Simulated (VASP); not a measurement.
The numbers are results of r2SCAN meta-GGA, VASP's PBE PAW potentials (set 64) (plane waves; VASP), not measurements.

VASP input:

### INCAR
```
SYSTEM  =  CsCaF3
PREC  =  Accurate; ENCUT  =  520; LREAL  =  .False.
LASPH  =  .True.
EDIFF  =  1E-6; NELM  =  100; ALGO  =  Normal
LMAXMIX  =  4; LMIXTAU  =  .True.
ISMEAR  =  0; SIGMA  =  0.05
METAGGA  =  R2SCAN
IBRION  =  2; NSW  =  60; ISIF  =  3
EDIFFG  =  -0.02
LWAVE  =  .False.; LCHARG  =  .False.
```

### POSCAR
```
CsCaF3
1
    4.5006041192     0.0000000000     0.0000000000
    0.0000000000     4.5006041192     0.0000000000
   -0.0000000000     0.0000000000     4.5006041192
Cs Ca F
1 1 3
Direct
  0.0000000000   0.0000000000   0.0000000000
  0.5000000000   0.5000000000   0.5000000000
  0.0000000000   0.5000000000   0.5000000000
  0.5000000000   0.0000000000   0.5000000000
  0.5000000000   0.5000000000   0.0000000000
```

**KPOINTS**
```
kpoints
0
Gamma
 5 5 5
0 0 0
```

POTCAR, in this order: Cs_sv Ca_sv F (PBE.64 set). Program: vasp_std.

Unless said otherwise, spin-orbit coupling is left out, though it shifts the bands of the heavy elements here.

Task: Predict the energy per atom (σ→0), volume per atom, band gap (on the k-mesh).

Result: 
```
Quantity                            Value
------------------------  ---------------
energy per atom (σ→0)     -12.003 eV/atom
band gap (on the k-mesh)          8.01 eV
volume per atom            18.52 Å^3/atom
```

### OSZICAR
```
...
DAV:   7    -0.600148704168E+02   -0.68744E-02   -0.13753E-03   496   0.425E-01    0.290E-02
DAV:   8    -0.600166331244E+02   -0.17627E-02   -0.12077E-03   480   0.352E-01    0.142E-02
DAV:   9    -0.600167747925E+02   -0.14167E-03   -0.39983E-05   696   0.623E-02    0.825E-03
DAV:  10    -0.600168181185E+02   -0.43326E-04   -0.17647E-05   560   0.444E-02    0.387E-03
DAV:  11    -0.600168148282E+02    0.32903E-05   -0.34313E-06   504   0.177E-02    0.144E-03
DAV:  12    -0.600168199220E+02   -0.50938E-05   -0.11314E-06   360   0.119E-02    0.116E-03
DAV:  13    -0.600168198416E+02    0.80374E-07   -0.30170E-07   376   0.509E-03
   2 F= -.60016820E+02 E0= -.60016820E+02  d E =-.450005E-02
```

The structure comes from a computed database's CsCaF3 entry (Pm-3m); how it stands against other phases isn't given here. This run relaxes it. Symmetry was kept, so distortions that lower it aren't found. The start is the result of an earlier pass.
